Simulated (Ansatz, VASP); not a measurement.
# Cross-check of TiB2 between VASP and Ansatz

One calculation is typed for both programs; each brings its own data sets and cutoff. How far apart do they land? The cell is taken from a series of runs on this material, whose earlier steps may have relaxed, scaled, displaced or heated it; both programs get it as it stands.

Main program and level: Ansatz 0.2.0; plane waves, with VASP 6.6.1 beside it; electric field gradients at PBEsol.

**1. The starting structure**

It takes space group P6/mmm (No. 191, hexagonal). The conventional cell has a = 3.017 Å, b = 3.017 Å, c = 3.191 Å, α = 90.00°, β = 90.00°, γ = 120.00°. Nearest to Ti lie 12 B at 2.36 Å. B has 3 B at 1.74 Å and 6 Ti at 2.36 Å nearest. Farther neighbours are not listed.

**2. VASP: electric field gradients, PBEsol**

Field gradients test the density near the nuclei, where the PAW reconstruction matters most.

Lines of VASP's logs that name or quote its potential files are left out, and so is its time.

File INCAR:

```
SYSTEM = TiB2
PREC = Accurate
ENCUT = 620
EDIFF = 1E-06
NELM = 100
ISMEAR = 0
SIGMA = 0.05
LREAL = .FALSE.
ALGO = Normal
GGA = PS
NBANDS = 15
LASPH = .TRUE.
LORBIT = 11
LWAVE = .FALSE.
LCHARG = .FALSE.
KPAR = 2
ISIF = 2
LEFG = .TRUE.
```

File POSCAR:

```
TiB2
1.0
    3.0166664090      0.0000000000      0.0000000000
   -1.5083332045      2.6125097449      0.0000000000
    0.0000000000      0.0000000000      3.1914937477
Ti B
1 2
Direct
    0.0000000000      0.0000000000      0.0000000000
    0.3333333333      0.6666666667      0.5000000000
    0.6666666667      0.3333333333      0.5000000000
```

File KPOINTS:

```
Automatic mesh
0
Gamma
10 10 8
0 0 0
```

The projector-augmented-wave data sets are Ti_sv_GW and B_GW (PBE family, release 64).

On the command line:

```console
> mpirun -np 2 vasp_std
```

Numbers of over 12 decimals in the logs are rounded to 6 here.

What it wrote:

```text
[banner, memory and clock lines left out]
running    2 mpi-ranks, on    1 nodes
 distrk:  each k-point on    1 cores,    2 groups
 distr:  one band on    1 cores,    1 groups

 POSCAR found type information on POSCAR TiB
 POSCAR found :  2 types and       3 ions
|                                                                             |
|               ----> ADVICE to this user running VASP <----                  |
|                                                                             |
|     You enforced a specific xc type in the INCAR file but a different       |
|     [... a line on the potential file left out ...]
|     I HOPE YOU KNOW WHAT YOU ARE DOING!                                     |
|                                                                             |

 LDA part: xc-table for (Slater+PW92), standard interpolation
 POSCAR, INCAR and KPOINTS ok, starting setup
 FFT: planning ... GRIDC
 FFT: planning ... GRID_SOFT
 FFT: planning ... GRID
 WAVECAR not read
 entering main loop
       N       E                     dE             d eps       ncg     rms          rms(c)
DAV:   1     0.152014818357E+03    0.15201E+03   -0.10342E+04  2625   0.155E+03
DAV:   2    -0.229893009808E+02   -0.17500E+03   -0.16261E+03  3335   0.602E+02
DAV:   3    -0.356329677194E+02   -0.12644E+02   -0.12429E+02  3514   0.143E+02
DAV:   4    -0.358557619492E+02   -0.22279E+00   -0.22207E+00  2968   0.193E+01
DAV:   5    -0.358640372524E+02   -0.82753E-02   -0.82674E-02  3274   0.394E+00    0.125E+01
DAV:   6    -0.280528213771E+02    0.78112E+01   -0.30045E+01  3809   0.848E+01    0.313E+00
DAV:   7    -0.280680968652E+02   -0.15275E-01   -0.11092E+00  3306   0.215E+01    0.153E+00
DAV:   8    -0.280452726820E+02    0.22824E-01   -0.50883E-02  3188   0.341E+00    0.342E-01
DAV:   9    -0.280440784930E+02    0.11942E-02   -0.12077E-02  3431   0.271E+00    0.135E-01
DAV:  10    -0.280437403531E+02    0.33814E-03   -0.29822E-03  3463   0.126E+00    0.467E-02
DAV:  11    -0.280436891900E+02    0.51163E-04   -0.24988E-04  3606   0.314E-01    0.752E-03
DAV:  12    -0.280436884980E+02    0.69194E-06   -0.14224E-05  3329   0.415E-02    0.266E-03
DAV:  13    -0.280436880908E+02    0.40729E-06   -0.55821E-07  1955   0.194E-02
ion   1
     0.0000000     0.0000000     0.0000000    -0.5725430    -0.0000000     0.0000000
     0.0000422     0.0000000     0.0000000    -0.5725430    -0.0000000     0.0000000
     0.0000581     0.0000000     0.0000000    -0.5725430    -0.0000000     0.0000000
     0.0000800     0.0000000     0.0000000    -0.5725430    -0.0000000     0.0000000
     0.0001102     0.0000000     0.0000000    -0.5725430    -0.0000000     0.0000000

     0.0000000    -0.0000000    -0.0000000   -14.3225293    -0.0000000     0.0000001
     0.0000422    -0.0000000    -0.0000000   -14.3224740    -0.0000000     0.0000001
     0.0000581    -0.0000000    -0.0000000   -14.3224442    -0.0000000     0.0000001
     0.0000800    -0.0000000    -0.0000000   -14.3223967    -0.0000000     0.0000001
     0.0001102    -0.0000000    -0.0000000   -14.3223219    -0.0000000     0.0000001

ion   2
     0.0000000    -0.0000000     0.0000000    -3.1215511     0.0000000     0.0000000
     0.0000257    -0.0000000     0.0000000    -3.1215511     0.0000000     0.0000000
     0.0000354    -0.0000000     0.0000000    -3.1215511     0.0000000     0.0000000
     0.0000487    -0.0000000     0.0000000    -3.1215511     0.0000000     0.0000000
     0.0000671    -0.0000000     0.0000000    -3.1215510     0.0000000     0.0000000

     0.0000000    -0.0000000     0.0000000    -4.1482506     0.0000000     0.0000000
     0.0000257    -0.0000000     0.0000000    -4.1482505     0.0000000     0.0000000
     0.0000354    -0.0000000     0.0000000    -4.1482504     0.0000000     0.0000000
     0.0000487    -0.0000000     0.0000000    -4.1482503     0.0000000     0.0000000
     0.0000671    -0.0000000     0.0000000    -4.1482500     0.0000000     0.0000000

ion   3
     0.0000000    -0.0000000     0.0000000    -3.1215511     0.0000000     0.0000000
     0.0000257    -0.0000000     0.0000000    -3.1215511     0.0000000     0.0000000
     0.0000354    -0.0000000     0.0000000    -3.1215511     0.0000000     0.0000000
     0.0000487    -0.0000000     0.0000000    -3.1215511     0.0000000     0.0000000
     0.0000671    -0.0000000     0.0000000    -3.1215510     0.0000000     0.0000000

     0.0000000    -0.0000000     0.0000000    -4.1482506     0.0000000     0.0000000
     0.0000257    -0.0000000     0.0000000    -4.1482505     0.0000000     0.0000000
     0.0000354    -0.0000000     0.0000000    -4.1482504     0.0000000     0.0000000
     0.0000487    -0.0000000     0.0000000    -4.1482503     0.0000000     0.0000000
     0.0000671    -0.0000000     0.0000000    -4.1482500     0.0000000     0.0000000

   1 F= -.28043688E+02 E0= -.28042819E+02  d E =-.173855E-02
```

Parts of OUTCAR (step 2):

```text
ion  position               nearest neighbor table
   1  0.000  0.000  0.000-   2 2.36   3 2.36   2 2.36   3 2.36   2 2.36   2 2.36   3 2.36   3 2.36
                             3 2.36   3 2.36   2 2.36   2 2.36
   2  0.333  0.667  0.500-   3 1.74   3 1.74   3 1.74   1 2.36   1 2.36   1 2.36   1 2.36   1 2.36
                             1 2.36
   3  0.667  0.333  0.500-   2 1.74   2 1.74   2 1.74   1 2.36   1 2.36   1 2.36   1 2.36   1 2.36
                             1 2.36

  LATTYP: Found a hexagonal cell.
 ALAT       =     3.0166664090
 C/A-ratio  =     1.0579538189

 Subroutine GETGRP returns: Found 24 space group operations
 (whereof 24 operations were pure point group operations)

The static configuration has the point symmetry D_6h.

 Found     70 irreducible k-points:

   k-points           NKPTS =     70   k-points in BZ     NKDIM =     70   number of bands    NBANDS=     15

   dimension x,y,z NGX =    24 NGY =   24 NGZ =   28
   dimension x,y,z NGXF=    48 NGYF=   48 NGZF=   56

   ENCUT  =  620.0 eV  45.57 Ry    6.75 a.u.   6.12  6.12  6.48*2*pi/ulx,y,z

   NELECT =      18.0000    total number of electrons

 k-points in reciprocal lattice and weights: Automatic mesh
   0.00000000  0.00000000  0.00000000       0.001
   0.10000000  0.00000000  0.00000000       0.007
   0.20000000  0.00000000  0.00000000       0.007
   0.30000000  0.00000000  0.00000000       0.007
   0.40000000  0.00000000  0.00000000       0.007
   0.50000000  0.00000000  0.00000000       0.004
   0.10000000  0.10000000  0.00000000       0.007
   0.20000000  0.10000000  0.00000000       0.015
   0.30000000  0.10000000  0.00000000       0.015
[...]
0.40000000  0.20000000  0.50000000       0.007
   0.30000000  0.30000000  0.50000000       0.007

 average (electrostatic) potential at core
       1 -93.3016       2 -22.7228       3 -22.7228

 E-fermi :  10.0899

 k-point     1 :       0.0000    0.0000    0.0000
  band No.  band energies     occupation
    ...
      5      -3.4082      2.00000
      6       7.4752      2.00000
      7       7.4752      2.00000
      8       7.9363      2.00000
      9       7.9891      2.00000
     10      12.1364      0.00000
     11      12.1364      0.00000
     12      13.9904      0.00000
     13      13.9904      0.00000
     14      15.9676      0.00000
    ...

 k-point     2 :       0.1000    0.0000    0.0000
  band No.  band energies     occupation
    ...
      5      -3.2130      2.00000
      6       6.9363      2.00000
      7       7.4463      2.00000
      8       7.7718      2.00000
      9       8.0841      2.00000
     10      12.0784      0.00000
     11      12.4773      0.00000
     12      13.2691      0.00000
     13      13.3989      0.00000
     14      16.6660      0.00000
    ...

 k-point     3 :       0.2000    0.0000    0.0000
  band No.  band energies     occupation
    ...
      5      -2.6445      2.00000
      6       5.6286      2.00000
      7       7.3338      2.00000
      8       7.4397      2.00000
      9       8.2507      2.00000
     10      11.9301      0.00000
     11      12.4625      0.00000
     12      12.8411      0.00000
     13      13.2318      0.00000
     14      17.3585      0.00000
    ...

  Total       -0.1493666     -0.1493666     -0.1221726      0.0000000      0.0000000     -0.0000000
  in kB       -9.5144790     -9.5144790     -7.7822481      0.0000000      0.0000000     -0.0000000
  external PRESSURE =      -8.9370687 kB  Pullay stress =       0.0000000 kB

  energy-cutoff  :      620.00
  volume of cell :       25.15
      direct lattice vectors                 reciprocal lattice vectors
     3.016666409  0.000000000  0.000000000     0.331491741  0.191386846  0.000000000
    -1.508333204  2.612509745  0.000000000     0.000000000  0.382773692  0.000000000
     0.000000000  0.000000000  3.191493748     0.000000000  0.000000000  0.313332903

 POSITION                                       TOTAL-FORCE (eV/Angst)
 -----------------------------------------------------------------------------------
      0.00000      0.00000      0.00000         0.000000      0.000000     -0.000000
     -0.00000      1.74167      1.59575         0.000000     -0.000000      0.000000
      1.50833      0.87084      1.59575        -0.000000      0.000000     -0.000000
 -----------------------------------------------------------------------------------
    total drift:                               -0.000000      0.000000     -0.000000

  FREE ENERGIE OF THE ION-ELECTRON SYSTEM (eV)
  ---------------------------------------------------
  free  energy   TOTEN  =       -28.0436880908 eV

  energy  without entropy=      -28.0419495399  energy(sigma->0) =      -28.04281882

 Electric field gradients after diagonalization (V/A^2)
 (convention: |V_zz| > |V_xx| > |V_yy|)
----------------------------------------------------------------------
 ion       V_xx      V_yy      V_zz     asymmetry (V_yy - V_xx)/ V_zz
----------------------------------------------------------------------
   1      -9.529    -9.526    19.055       0.000
   2      -2.052    -2.052     4.105       0.000
   3      -2.052    -2.052     4.105       0.000
----------------------------------------------------------------------

 total charge
# of ion       s       p       d       f       tot
--------------------------------------------------
    1        2.181   6.046   1.725   0.012   9.964
    2        0.653   1.254   0.000   0.000   1.907
    3        0.653   1.254   0.000   0.000   1.907
--------------------------------------------------
tot          3.486   8.554   1.725   0.012  13.777

[... 3 further parts left out ...]
```

The run ends at a pressure of -0.89 GPa.

**3. Ansatz: electric field gradients, PBEsol**

Ansatz runs on its default PAW (the set named soft_2) files.

The same cell, functional, mesh and smearing now go to Ansatz, which takes its cutoff from its data sets.

File input.yaml:

```yaml
crystal:
  lattice:
    - [3.016666409, 0.0, 0.0]
    - [-1.5083332045, 2.6125097449, 0.0]
    - [0.0, 0.0, 3.1914937477]
  atoms:
    - { symbol: Ti, position: [0.0, 0.0, 0.0] }
    - { symbol: B, position: [0.3333333333, 0.6666666667, 0.5] }
    - { symbol: B, position: [0.6666666667, 0.3333333333, 0.5] }
hamiltonian:
  xc: pbesol
  pseudopotentials: { kind: paw }
kpoints:
  mp_grid: { grid: [10, 10, 8] }
scf:
  occupations: { method: gaussian, width: 0.05 }
  n_extra_bands: 4
output:
  forces: true
  stress: true
  eigenvalues: true
  efg: {}
```

On the command line:

```console
> ansatz run input.yaml --threads 2 --pin off --max-ram 4608MiB --backend cpu --events-out ev --progress --plain --runs-dir out
```

What it wrote:

```text
scf.n_extra_bands = 4 over 9 filled bands (N_el = 18.0): the run solves 13 bands
Engine: ansatz 0.2.0, aarch64-unknown-linux-gnu
Pseudopotentials: kind: paw
Pseudopotential: Ti, paw, valence charge 12, recommended cutoff 420 eV (normal), Ti.paw.azcp
Pseudopotential: B, paw, valence charge 3, recommended cutoff 420 eV (normal), B.paw.azcp
Functional definition: PBEsol
  exchange = pbesol_x
  correlation = pbesol_c
Crystal: 3 atoms, lattice volume = 25.152 Å³
Basis set: ecut = 420 eV, 503 PW (Γ), exchange–correlation on 48×48×48 points (8 copies of the dense FFT grid, shifted against one another)
Bands: 13, of which v1, the nominal top of the filled ones, is band 9 counted from 1 (8 counted from 0)
Symmetry: 24 space group operations
Space group: P6/mmm (ITA 191), of the structure as read, at distance tolerance 2.9e-5 Å
k-points: 70 of 800
Non-local potential: Ti, projectors of the file, l = 0: 3, l = 1: 2, l = 2: 3, l = 3: 1
Non-local potential: B, projectors of the file, l = 0: 2, l = 1: 2, l = 2: 1
PAW form: soft (Blöchl's): semilocal exchange-correlation on the pseudo side does not see the compensation charge
PAW frozen core: Ti, regenerated for the run's functional, and the local potential with it (the file was generated under x = pbe(κ = 0.804, μ = 0.219515), c = pbe(β = 0.066725))
PAW frozen core: B, regenerated for the run's functional, and the local potential with it (the file was generated under x = pbe(κ = 0.804, μ = 0.219515), c = pbe(β = 0.066725))
PAW one-centre angular grid: Ti, 590 points (default); XC on 64 Gauss nodes
PAW one-centre angular grid: B, 110 points (default); XC on 64 Gauss nodes
Initial density: superposition of atomic densities (neutral atoms: chi_scale 0, normalization atom), corrected by the library's trained network
Initial wavefunctions: pseudopotential atomic-orbital guess
Functional: x = pbesol(κ = 0.804, μ = 0.123457), c = pbesol(β = 0.046)
SCF iter   1: F=—  HF=-2782.617360 eV  |F-HF|=—  |Δ(HF+E_count)|=         —  Δρ=6.73e-3  dr2=8.62e-3  ethr=1.77e-3  ⟨swp⟩=4.5  Hψ=4320  notcnv=0
preconditioner: auto → none  [metal: Δε(μ)=0.004 eV  Ē_g=8.250 eV  σ=0.050 eV  W_gap=0.04  n_scr=8 (ndim 8)  ℏωp=23.4 eV  f_vac=0.000  D(μ)=1.35/eV (n_scr^D=20)  sad-step TF]
SCF iter   2: F=—  HF=-2782.614439 eV  |F-HF|=—  |Δ(HF+E_count)|=   2.92e-3  Δρ=3.31e-3  dr2=2.67e-3  ethr=4.79e-5  ⟨swp⟩=2.8  Hψ=2150  notcnv=0  defer=1
SCF iter   3: F=—  HF=-2782.613387 eV  |F-HF|=—  |Δ(HF+E_count)|=   1.05e-3  Δρ=3.05e-4  dr2=2.33e-5  ethr=1.48e-5  ⟨swp⟩=2.0  Hψ=1533  notcnv=0  defer=1
SCF iter   4: F=—  HF=-2782.613383 eV  |F-HF|=—  |Δ(HF+E_count)|=   3.63e-6  Δρ=4.84e-5  dr2=4.60e-7  ethr=1.30e-7  ⟨swp⟩=2.8  Hψ=1474  notcnv=0  defer=1
iter 5 did not close the SCF: its close was put off for the readings that it lacked (scf_convergence_deferred on its scf_iter line)
SCF iter   5: F=-2782.613383 eV  HF=-2782.613383 eV  |F-HF|=3.81e-9  |Δ(HF+E_count)|=   6.57e-8  Δρ=5.59e-6  dr2=7.01e-9  ethr=2.56e-9  ⟨swp⟩=2.6  Hψ=1328  notcnv=0  defer=1
SCF iter   6: F=-2782.613383 eV  HF=-2782.613383 eV  |F-HF|=1.71e-10  |Δ(HF+E_count)|=   1.52e-9  Δρ=1.09e-6  dr2=2.22e-10  ethr=3.89e-11  ⟨swp⟩=1.6  Hψ=2780  notcnv=0
SCF 1 converged in 6 iterations: F = -2782.613383 eV  dr2 = 2.22e-10
  greatest PAW one-centre occupation: 0.999 electrons in one spin orbital (limit 2), on the Ti atom at site 0 (counted from 0), in its partial waves of l = 0
SCF converged after 6 iterations
Free energy (F): -2782.613383 eV
Harris-Foulkes:  -2782.613383 eV  (|F-HF|=1.71e-10)
Internal energy: -2782.611649 eV  (E = F + TS)
E sigma→0 (E₀):  -2782.612516 eV
Entropy (-TS):   -0.001734 eV (-0.578 meV/atom)
Fermi energy:    15.323042 eV
--- Per-component energies (eV) ---
  E_band       = -88.089489
  E_kinetic    = 377.166664
  E_local      = -776.665210  (includes V_loc(G=0)·N_el)
  E_nonlocal   = 30.176141
  E_hartree    = 329.957546
  E_xc         = -164.633849
  E_vxc        = -202.949389  (∫ρ·V_xc dr)
  E_paw        = -1173.354089  (= ΣΔE_a)
  E_vpaw       = -175.733080  (= ΣTr[D̂ρ^β])
  E_aug_tail   = 0.000085  (compensation charges beyond the density's cutoff)
  E_ewald      = -1405.427743
  E_core_change = 0.168806  (= ΣΔE_core)
  E_smearing   = -0.001734  (= −TS)
  E_closure    = 0.000000  (closes the sum)
  Σ components = -2782.613383   (vs F -2782.613383, Δ=0.00e0)
--- Forces (eV/Å), atoms counted from 1 ---
  atom   1  Ti     0.00000000     0.00000000     0.00000000
  atom   2  B     -0.00000000    -0.00000000    -0.00000000
  atom   3  B      0.00000000     0.00000000     0.00000000
  max |Σ_I F_I| component: 5.55e-17 eV/Å
--- Stress (GPa, compression-positive) ---
       -0.277890      -0.000000      -0.000000
       -0.000000      -0.277890      -0.000000
       -0.000000      -0.000000      -0.187211
  P = ⅓ Tr σ = -0.2477 GPa (-2.477 kbar)
--- PAW observables at the nuclei: V_zz in 10²¹ V/m², potentials from the cell's mean, atoms counted from 1 ---
  atom   1  Ti V_zz =    +1.817356   η = 0.0000   by run symmetry: allowed
            electrostatic potential = -2533.215535 V   contact ρ = none
  atom   2  B  V_zz =    +0.265535   η = 0.0000   by run symmetry: allowed
            electrostatic potential = -331.811952 V   contact ρ = none
  atom   3  B  V_zz =    +0.265535   η = 0.0000   by run symmetry: allowed
            electrostatic potential = -331.811952 V   contact ρ = none
--- Band table (eV; the first three rows and the last of 70) ---
  k-point 0: bands = [... 5 lower, 12.7098, 12.7098, 13.1723, 13.2220, 17.3690, 17.3690, 19.2210, 19.2210]
  k-point 1: bands = [... 5 lower, 11.5549, 12.8799, 12.8799, 14.6321, 16.8542, 16.8542, 18.8478, 18.8478]
  k-point 2: bands = [... 5 lower, 9.8552, 13.3789, 13.3789, 15.8517, 16.0016, 16.0016, 17.8912, 17.8912]
  k-point 69: bands = [... 5 lower, 7.2994, 9.7357, 11.9966, 12.2862, 18.0312, 19.4728, 19.6839, 19.9980]
```

The run ends at a pressure of -0.25 GPa.

**4. Comparison**

Known differences besides the potentials themselves: the cutoff is 420 eV in Ansatz and 620 eV in VASP; Ansatz makes its cores anew for this functional, VASP keeps those of its PBE data sets; Ansatz adds the response of the frozen cores to the gradients, VASP leaves it out. Total energies have different zeros and are not compared.

The two programs side by side:

| quantity | Ansatz | VASP | difference |
| --- | --- | --- | --- |
| pressure (GPa) | -0.25 | -0.89 | +0.65 |
| pressure without Ansatz's Pulay correction (GPa) | -0.46 | -0.89 | +0.43 |
| Vzz at Ti1 (V/Å²) | 18.2 | 19.1 | -0.9 |
| Vzz at B2 (V/Å²) | 2.7 | 4.1 | -1.5 |
| Vzz at B3 (V/Å²) | 2.7 | 4.1 | -1.5 |

Ansatz's pressure holds a Pulay correction of 0.22 GPa; VASP's holds none.

**5. Other set-ups**

Further runs change the set-up of one program: Ansatz's method, potentials or start, or VASP's data sets, cutoff or form of LDA. The table gives Ansatz less VASP for each quantity, since a change that brings one quantity closer may part another.

```csv
run,pressure (GPa),Vzz at Ti1 (V/Å²),Vzz at B2 (V/Å²),Vzz at B3 (V/Å²),pressure without Ansatz's Pulay correction (GPa)
as above,0.65,-0.88,-1.5,-1.5,0.43
VASP with the data sets Ti_sv and B_h and a cutoff of 1120 eV,-0.44,1.7,-1.4,-1.4,-0.66
```

**6. What came out**

* difference in Vzz at B2 (electric field gradients, PBEsol): -1.5 V/Å²
* difference in pressure (electric field gradients, PBEsol): 0.65 GPa

**Reading.** The difference in pressure is 0.65 GPa (electric field gradients, PBEsol), within the 1 GPa picked in this series as the mark of a large difference. Electric field gradients, PBEsol, VASP with the data sets Ti_sv and B_h and a cutoff of 1120 eV: the difference in pressure goes from 0.65 to -0.44 GPa; the difference in Vzz at Ti1 goes from -0.88 to 1.7 V/Å²; the difference in pressure without Ansatz's Pulay correction goes from 0.43 to -0.66 GPa. Such differences can come from data sets, numerical settings and the points named under the comparisons, not from the functional's error against experiment.

[Lines on the potential files, build, host, timing and source positions are cut from VASP's logs without a mark.]

[Logs are printed without paths, hosts, clocks, repeated set-up lines and the standing remarks that a program may print on its own settings, such as how far it seeks lower states.]

[Hosts, paths, dates, database ids (printed as entryN), source tags and the programs' standing remarks are cut or masked in the printed files.]
